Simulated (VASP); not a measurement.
Here is the system:

```
CELL_PARAMETERS angstrom
     -1.82247     1.82247     4.44871
      1.82247    -1.82247     4.44871
      1.82247     1.82247    -4.44871
ATOMIC_POSITIONS crystal
  Lu 0.00000 0.00000 0.00000
  Au 0.66394 0.66394 0.00000
  Au 0.33606 0.33606 0.00000
```

All values below come from PBEsol GGA, VASP's PBE PAW potentials (set 64) (plane waves; VASP). Run with 300 eV cut-off, 10×10×10 Γ-centred mesh, Gaussian smearing of 0.20 eV, potentials Lu_3 Au.

At this cut-off the stress carries a Pulay error, which pulls relaxed volumes low.

**Question.** Give the stress tensor in GPa (positive for a compressed cell).

**Answer.** 
```
-3.62   0.00   0.00
 0.00  -3.62   0.00
 0.00   0.00  -4.28
```
The pressure is its mean diagonal, -3.84 GPa.

The structure comes from a computed database's LuAu2 entry (I4/mmm); how it stands against other phases isn't given here. The cell was not relaxed at this level. The electron count is odd and the run is not spin-polarised, which forces a metal.
